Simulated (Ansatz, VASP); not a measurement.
# MoS2: VASP beside Ansatz

Aim: how closely do two programs agree when they are given the same cell, functional and k mesh?

Main program and level: Ansatz 0.2.0; plane waves, with VASP 6.6.1 beside it; single point at PBE.

The database entry behind the starting cell differs from later determinations by our own check (about 0.3 % long), so it need not match the best structure at ambient conditions.

## 1. Starting point

Symmetry: P6_3/mmc, No. 194, hexagonal system. Conventional cell: a = 3.169 Å, b = 3.169 Å, c = 12.324 Å, α = 90.00°, β = 90.00°, γ = 120.00°. Nearest to Mo lie 6 S at 2.41 Å. Nearest to S lie 3 Mo at 2.41 Å. Farther neighbours and most contacts between anions are not listed.

## 2. Ansatz: single point, PBE

Ansatz runs on its default PAW (the set named soft_2) files.

With cell and atoms fixed, the geometry can't cause a difference; cores, projectors, grids and the points listed under the comparison can.

File input.yaml:

```yaml
crystal:
  lattice:
    - [3.169, 0.0, 0.0]
    - [-1.5845, 2.7444345046, 0.0]
    - [0.0, 0.0, 12.324]
  atoms:
    - { symbol: Mo, position: [0.6666666667, 0.3333333333, 0.75] }
    - { symbol: Mo, position: [0.3333333333, 0.6666666667, 0.25] }
    - { symbol: S, position: [0.6666666667, 0.3333333333, 0.377] }
    - { symbol: S, position: [0.3333333333, 0.6666666667, 0.877] }
    - { symbol: S, position: [0.6666666667, 0.3333333333, 0.123] }
    - { symbol: S, position: [0.3333333333, 0.6666666667, 0.623] }
hamiltonian:
  xc: pbe
  pseudopotentials: { kind: paw }
kpoints:
  mp_grid: { grid: [10, 10, 3] }
scf:
  occupations: { method: fermi_dirac, width: 0.05 }
  n_extra_bands: 5
output:
  forces: true
  stress: true
  eigenvalues: true
  write_density: true
  write_potential: true
  elf: true
  volumetric_format: npy
```

Run with:

```
$ ansatz run input.yaml --threads 4 --pin off --max-ram 9216MiB --backend cpu --events-out ev --progress --plain --runs-dir out
```

Numbers of over 12 decimals in the logs are rounded to 6 here.

The program printed:

```text
scf.n_extra_bands = 5 over 26 filled bands (N_el = 52.0): the run solves 31 bands
Engine: ansatz 0.2.0, aarch64-unknown-linux-gnu
Pseudopotentials: kind: paw
Pseudopotential: Mo, paw, valence charge 14, recommended cutoff 420 eV (normal), Mo.paw.azcp
Pseudopotential: S, paw, valence charge 6, recommended cutoff 420 eV (normal), S.paw.azcp
Functional definition: PBE
  parameter kappa = 0.804
  parameter beta = 0.066725
  exchange = pbe_x(kappa = kappa, mu = beta*pi^2/3)
  correlation = pbe_c(beta = beta)
Crystal: 6 atoms, lattice volume = 107.183 Å³
Basis set: ecut = 420 eV, 2081 PW (Γ), exchange–correlation on 48×48×180 points (8 copies of the dense FFT grid, shifted against one another)
Bands: 31, of which v1, the nominal top of the filled ones, is band 26 counted from 1 (25 counted from 0)
Symmetry: 24 space group operations
Space group: P63/mmc (ITA 194), of the structure as read, at distance tolerance 4.8e-5 Å
k-points: 28 of 300
Non-local potential: Mo, projectors of the file, l = 0: 3, l = 1: 2, l = 2: 2, l = 3: 1
Non-local potential: S, projectors of the file, l = 0: 2, l = 1: 2, l = 2: 2
PAW form: soft (Blöchl's): semilocal exchange-correlation on the pseudo side does not see the compensation charge
PAW one-centre angular grid: Mo, 590 points (default); XC on 64 Gauss nodes
PAW one-centre angular grid: S, 110 points (default); XC on 64 Gauss nodes
Initial density: superposition of atomic densities (neutral atoms: chi_scale 0, normalization atom), corrected by the library's trained network
Initial wavefunctions: pseudopotential atomic-orbital guess
Functional: x = pbe(κ = 0.804, μ = 0.219515), c = pbe(β = 0.066725)
SCF iter   1: F=—  HF=-13525.527947 eV  |F-HF|=—  |Δ(HF+E_count)|=         —  Δρ=5.48e-3  dr2=7.50e-3  ethr=1.77e-3  ⟨swp⟩=6.5  Hψ=3718  notcnv=0
preconditioner: auto → Resta (q_TF=auto, 2.418 Å⁻¹)  ε∞=9.0  [insulator: Δε(μ)=0.930 eV  Ē_g=7.607 eV  σ=0.050 eV  W_gap=1.00  n_scr=26 (ndim 8)  ℏωp=21.5 eV  f_vac=0.016  D(μ)=0.00/eV (n_scr^D=0)  ε∞_Penn≈9.0]
SCF iter   2: F=—  HF=-13525.536438 eV  |F-HF|=—  |Δ(HF+E_count)|=   8.49e-3  Δρ=3.13e-3  dr2=2.37e-3  ethr=1.44e-5  ⟨swp⟩=2.1  Hψ=1663  notcnv=0
SCF iter   3: F=—  HF=-13525.541191 eV  |F-HF|=—  |Δ(HF+E_count)|=   4.75e-3  Δρ=4.91e-4  dr2=6.08e-4  ethr=4.57e-6  ⟨swp⟩=2.0  Hψ=1324  notcnv=0
SCF iter   4: F=—  HF=-13525.541129 eV  |F-HF|=—  |Δ(HF+E_count)|=   6.19e-5  Δρ=1.14e-4  dr2=9.52e-6  ethr=1.17e-6  ⟨swp⟩=2.1  Hψ=1172  notcnv=0
SCF iter   5: F=—  HF=-13525.541268 eV  |F-HF|=—  |Δ(HF+E_count)|=   1.39e-4  Δρ=4.12e-5  dr2=1.44e-6  ethr=1.83e-8  ⟨swp⟩=2.0  Hψ=1229  notcnv=0
SCF iter   6: F=-13525.541270 eV  HF=-13525.541270 eV  |F-HF|=2.02e-8  |Δ(HF+E_count)|=   1.41e-6  Δρ=8.19e-6  dr2=8.49e-8  ethr=1.92e-10  ⟨swp⟩=7.1  Hψ=6333  notcnv=0
SCF 1 converged in 6 iterations: F = -13525.541270 eV  dr2 = 8.49e-8
  greatest PAW one-centre occupation: 0.998 electrons in one spin orbital (limit 2), on the Mo atom at site 1 (counted from 0), in its partial waves of l = 0
SCF converged after 6 iterations
Free energy (F): -13525.541270 eV
Harris-Foulkes:  -13525.541270 eV  (|F-HF|=2.02e-8)
Internal energy: -13525.541267 eV  (E = F + TS)
E sigma→0 (E₀):  -13525.541268 eV
Entropy (-TS):   -0.000002 eV (-0.000 meV/atom)
Fermi energy:    11.308846 eV
--- Per-component energies (eV) ---
  E_band       = -312.453978
  E_kinetic    = 1312.076195
  E_local      = -3923.159182  (includes V_loc(G=0)·N_el)
  E_nonlocal   = 398.372711
  E_hartree    = 1508.572600
  E_xc         = -757.134719
  E_vxc        = -810.201633  (∫ρ·V_xc dr)
  E_paw        = -8803.052509  (= ΣΔE_a)
  E_vpaw       = -306.676736  (= ΣTr[D̂ρ^β])
  E_aug_tail   = 0.000083  (compensation charges beyond the density's cutoff)
  E_ewald      = -3261.216446
  E_smearing   = -0.000002  (= −TS)
  E_closure    = -0.000000  (closes the sum)
  Σ components = -13525.541270   (vs F -13525.541270, Δ=0.00e0)
--- Forces (eV/Å), atoms counted from 1 ---
  atom   1  Mo     0.00000000     0.00000000     0.00000000
  atom   2  Mo    -0.00000000    -0.00000000     0.00000000
  atom   3  S      0.00000000    -0.00000000    -0.06548043
  atom   4  S      0.00000000     0.00000000    -0.06548043
  atom   5  S      0.00000000    -0.00000000     0.06548043
  atom   6  S      0.00000000     0.00000000     0.06548043
  max |Σ_I F_I| component: 5.32e-17 eV/Å
--- Stress (GPa, compression-positive) ---
        1.850734      -0.000000       0.000000
        0.000000       1.850734      -0.000000
       -0.000000      -0.000000       2.263235
  P = ⅓ Tr σ = 1.9882 GPa (19.882 kbar)
--- Band table (eV; the first three rows and the last of 28) ---
  k-point 0: bands = [... 22 lower, 8.7672, 9.7121, 9.7501, 10.8974, 12.9945, 12.9945, 13.0225, 13.0225, ... 1 higher]
  k-point 1: bands = [... 22 lower, 8.7555, 8.8200, 10.4067, 10.7825, 12.9960, 12.9960, 13.0074, 13.0074, ... 1 higher]
  k-point 2: bands = [... 22 lower, 8.8652, 9.7596, 9.8669, 10.6040, 12.8367, 12.8654, 12.9119, 12.9819, ... 1 higher]
  k-point 27: bands = [... 22 lower, 8.0753, 8.2703, 10.0499, 10.1270, 12.0599, 12.0961, 12.9987, 13.4138, ... 1 higher]
```

The job ended after 2.1 s (4 threads of Arm Neoverse V2, shared host; peak memory 0.43 GiB; 6.9 s of CPU time).

The run ends at a pressure of 1.99 GPa, with forces up to 0.065 eV/Å.

## 3. VASP: single point, PBE

The same cell, functional, mesh and smearing now go to VASP, with its own data sets and cutoff.

Lines of VASP's logs that name or quote its potential files are left out, and so is its time.

File INCAR:

```
SYSTEM = MoS2
PREC = Accurate
ENCUT = 400
EDIFF = 1E-06
NELM = 100
ISMEAR = -1
SIGMA = 0.05
LREAL = .FALSE.
ALGO = Normal
GGA = PE
LORBIT = 11
LWAVE = .FALSE.
LCHARG = .FALSE.
KPAR = 2
ISIF = 2
```

File POSCAR:

```
MoS2
1.0
    3.1690000000      0.0000000000      0.0000000000
   -1.5845000000      2.7444345046      0.0000000000
    0.0000000000      0.0000000000     12.3240000000
Mo S
2 4
Direct
    0.6666666667      0.3333333333      0.7500000000
    0.3333333333      0.6666666667      0.2500000000
    0.6666666667      0.3333333333      0.3770000000
    0.3333333333      0.6666666667      0.8770000000
    0.6666666667      0.3333333333      0.1230000000
    0.3333333333      0.6666666667      0.6230000000
```

File KPOINTS:

```
Automatic mesh
0
Gamma
10 10 3
0 0 0
```

PAW data sets: Mo_sv and S (PBE family, release 64).

Run with:

```
$ mpirun -np 2 vasp_std
```

The program printed:

```text
[banner, memory and clock lines left out]
running    2 mpi-ranks, on    1 nodes
 distrk:  each k-point on    1 cores,    2 groups
 distr:  one band on    1 cores,    1 groups

 POSCAR found type information on POSCAR MoS
 POSCAR found :  2 types and       6 ions
 LDA part: xc-table for (Slater+PW92), standard interpolation
 POSCAR, INCAR and KPOINTS ok, starting setup
 FFT: planning ... GRIDC
 FFT: planning ... GRID_SOFT
 FFT: planning ... GRID
 WAVECAR not read
 entering main loop
       N       E                     dE             d eps       ncg     rms          rms(c)
DAV:   1     0.386739544486E+03    0.38674E+03   -0.26188E+04  1968   0.130E+03
DAV:   2    -0.256816020900E+02   -0.41242E+03   -0.40347E+03  2201   0.361E+02
DAV:   3    -0.461391290712E+02   -0.20458E+02   -0.20287E+02  2240   0.711E+01
DAV:   4    -0.465532246966E+02   -0.41410E+00   -0.41322E+00  2165   0.102E+01
DAV:   5    -0.465636983129E+02   -0.10474E-01   -0.10471E-01  2283   0.153E+00    0.338E+01
DAV:   6    -0.443814932663E+02    0.21822E+01   -0.23617E+01  1910   0.255E+01    0.133E+01
DAV:   7    -0.439204329522E+02    0.46106E+00   -0.10241E+01  1942   0.160E+01    0.802E+00
DAV:   8    -0.435926451593E+02    0.32779E+00   -0.15418E+00  2277   0.680E+00    0.283E+00
DAV:   9    -0.436039033650E+02   -0.11258E-01   -0.15851E-01  2378   0.190E+00    0.125E+00
DAV:  10    -0.435956276366E+02    0.82757E-02   -0.63793E-02  2125   0.139E+00    0.285E-01
DAV:  11    -0.435957404421E+02   -0.11281E-03   -0.25809E-03  2159   0.285E-01    0.154E-01
DAV:  12    -0.435956876297E+02    0.52812E-04   -0.46747E-04  2262   0.111E-01    0.528E-02
DAV:  13    -0.435956996454E+02   -0.12016E-04   -0.13710E-04  2318   0.616E-02    0.130E-02
DAV:  14    -0.435957010659E+02   -0.14205E-05   -0.16519E-05  2115   0.231E-02    0.119E-02
DAV:  15    -0.435957018405E+02   -0.77457E-06   -0.20073E-06  1750   0.730E-03
   1 F= -.43595702E+02 E0= -.43595701E+02  d E =-.220686E-05
```

From OUTCAR (step 3):

```text
ion  position               nearest neighbor table
   1  0.667  0.333  0.750-   4 2.41   6 2.41   4 2.41   6 2.41   4 2.41   6 2.41
   2  0.333  0.667  0.250-   3 2.41   5 2.41   3 2.41   5 2.41   3 2.41   5 2.41
   3  0.667  0.333  0.377-   2 2.41   2 2.41   2 2.41
   4  0.333  0.667  0.877-   1 2.41   1 2.41   1 2.41
   5  0.667  0.333  0.123-   2 2.41   2 2.41   2 2.41
   6  0.333  0.667  0.623-   1 2.41   1 2.41   1 2.41

  LATTYP: Found a hexagonal cell.
 ALAT       =     3.1690000000
 C/A-ratio  =     3.8889239508

 Subroutine GETGRP returns: Found 24 space group operations
 (whereof 12 operations were pure point group operations)

The static configuration has the point symmetry D_3d.
 The point group associated with its full space group is D_6h.

 Found     28 irreducible k-points:

   k-points           NKPTS =     28   k-points in BZ     NKDIM =     28   number of bands    NBANDS=     31

   dimension x,y,z NGX =    24 NGY =   24 NGZ =   80
   dimension x,y,z NGXF=    48 NGYF=   48 NGZF=  160

   ENCUT  =  400.0 eV  29.40 Ry    5.42 a.u.   5.17  5.17 20.10*2*pi/ulx,y,z

   NELECT =      52.0000    total number of electrons

 k-points in reciprocal lattice and weights: Automatic mesh
   0.00000000  0.00000000  0.00000000       0.003
   0.10000000 -0.00000000  0.00000000       0.020
   0.20000000 -0.00000000  0.00000000       0.020
   0.30000000  0.00000000  0.00000000       0.020
   0.40000000 -0.00000000  0.00000000       0.020
   0.50000000  0.00000000  0.00000000       0.010
   0.10000000  0.10000000  0.00000000       0.020
   0.20000000  0.10000000  0.00000000       0.040
   0.30000000  0.10000000  0.00000000       0.040
[...]
0.40000000  0.20000000  0.33333333       0.040
   0.30000000  0.30000000  0.33333333       0.040

 average (electrostatic) potential at core
       1 -74.7582       2 -74.7582       3 -84.4720       4 -84.4720       5 -84.4720
       6 -84.4720

 E-fermi :   7.9050

 k-point     1 :       0.0000    0.0000    0.0000
  band No.  band energies     occupation
    ...
     22       5.3668      2.00000
     23       5.3668      2.00000
     24       6.3039      2.00000
     25       6.3482      2.00000
     26       7.4890      1.99951
     27       9.5918      0.00000
     28       9.5921      0.00000
     29       9.6203      0.00000
     30       9.6203      0.00000
     31       9.7560      0.00000

 k-point     2 :       0.1000   -0.0000    0.0000
  band No.  band energies     occupation
    ...
     22       5.1377      2.00000
     23       5.4635      2.00000
     24       6.3575      2.00000
     25       6.4570      2.00000
     26       7.1957      2.00000
     27       9.4362      0.00000
     28       9.4626      0.00000
     29       9.5137      0.00000
     30       9.5785      0.00000
     31       9.6413      0.00000

 k-point     3 :       0.2000   -0.0000    0.0000
  band No.  band energies     occupation
    ...
     22       4.8266      2.00000
     23       5.3572      2.00000
     24       6.1606      2.00000
     25       6.2302      2.00000
     26       6.4477      2.00000
     27       8.8114      0.00000
     28       9.2305      0.00000
     29       9.4082      0.00000
     30       9.4523      0.00000
     31       9.5351      0.00000

  Total        0.9741146      0.9741146      1.2037684      0.0000000      0.0000000      0.0000000
  in kB       14.5610879     14.5610879     17.9939593      0.0000000      0.0000000      0.0000000
  external PRESSURE =      15.7053784 kB  Pullay stress =       0.0000000 kB

  energy-cutoff  :      400.00
  volume of cell :      107.18
      direct lattice vectors                 reciprocal lattice vectors
     3.169000000  0.000000000  0.000000000     0.315556958  0.182186895  0.000000000
    -1.584500000  2.744434505  0.000000000     0.000000000  0.364373789  0.000000000
     0.000000000  0.000000000 12.324000000     0.000000000  0.000000000  0.081142486

 POSITION                                       TOTAL-FORCE (eV/Angst)
 -----------------------------------------------------------------------------------
      1.58450      0.91481      9.24300         0.000000      0.000000      0.000000
     -0.00000      1.82962      3.08100        -0.000000      0.000000      0.000000
      1.58450      0.91481      4.64615         0.000000      0.000000     -0.075741
     -0.00000      1.82962     10.80815        -0.000000      0.000000     -0.075741
      1.58450      0.91481      1.51585         0.000000      0.000000      0.075741
     -0.00000      1.82962      7.67785        -0.000000      0.000000      0.075741
 -----------------------------------------------------------------------------------
    total drift:                               -0.000000      0.000000     -0.000000

  FREE ENERGIE OF THE ION-ELECTRON SYSTEM (eV)
  ---------------------------------------------------
  free  energy   TOTEN  =       -43.5957018405 eV

  energy  without entropy=      -43.5956996336  energy(sigma->0) =      -43.59570074

 total charge
# of ion       s       p       d       tot
------------------------------------------
    1        2.291   6.220   3.943  12.454
    2        2.291   6.220   3.943  12.454
    3        1.365   2.337   0.000   3.702
    4        1.365   2.337   0.000   3.702
    5        1.365   2.337   0.000   3.702
    6        1.365   2.337   0.000   3.702
--------------------------------------------------
tot         10.042  21.790   7.887  39.718

[... 3 further parts left out ...]
```

This run has no spin polarisation, so a moment on Mo, if there is one, isn't seen.

## 4. Side by side

Known differences besides the potentials themselves: the cutoff is 420 eV in Ansatz and 400 eV in VASP; VASP leaves aspherical gradient terms in its spheres out (LASPH is not set), Ansatz keeps them. Total energies have different zeros and are not compared.

The two programs side by side:

```csv
quantity,Ansatz,VASP,difference
pressure (GPa),1.99,1.57,+0.42
gap on the k mesh (eV),0.927,0.936,-0.009
```

Forces (eV/Å; atoms numbered as in POSCAR):

```csv
atom,"Ansatz x, y, z","VASP x, y, z"
Mo1,"0.000, 0.000, 0.000","0.000, 0.000, 0.000"
Mo2,"0.000, 0.000, 0.000","0.000, 0.000, 0.000"
S3,"0.000, 0.000, -0.065","0.000, 0.000, -0.076"
S4,"0.000, 0.000, -0.065","0.000, 0.000, -0.076"
S5,"0.000, 0.000, 0.065","0.000, 0.000, 0.076"
S6,"0.000, 0.000, 0.065","0.000, 0.000, 0.076"
```

The forces differ by 4.8 meV/Å r.m.s., which is 13.6 % of the r.m.s. force of 0.04 eV/Å (both taken over all components). A gap on the mesh is an upper bound, since the band edges may lie between its points.

## 5. Summary of results

| Quantity | Value |
| --- | --- |
| r.m.s. force difference (single point, PBE) | 4.8 meV/Å |

In words: The r.m.s. force difference is 4.8 meV/Å (single point, PBE), within the 12 meV/Å picked in this series as the mark of a large difference. How closely two codes agree says nothing of how well the functional describes the real material.

[Lines on the potential files, build, host, timing and source positions are cut from VASP's logs without a mark.]

[Logs are printed without paths, hosts, clocks, repeated set-up lines and the standing remarks that a program may print on its own settings, such as how far it seeks lower states.]

[Hosts, paths, dates, database ids (printed as entryN), source tags and the programs' standing remarks are cut or masked in the printed files.]
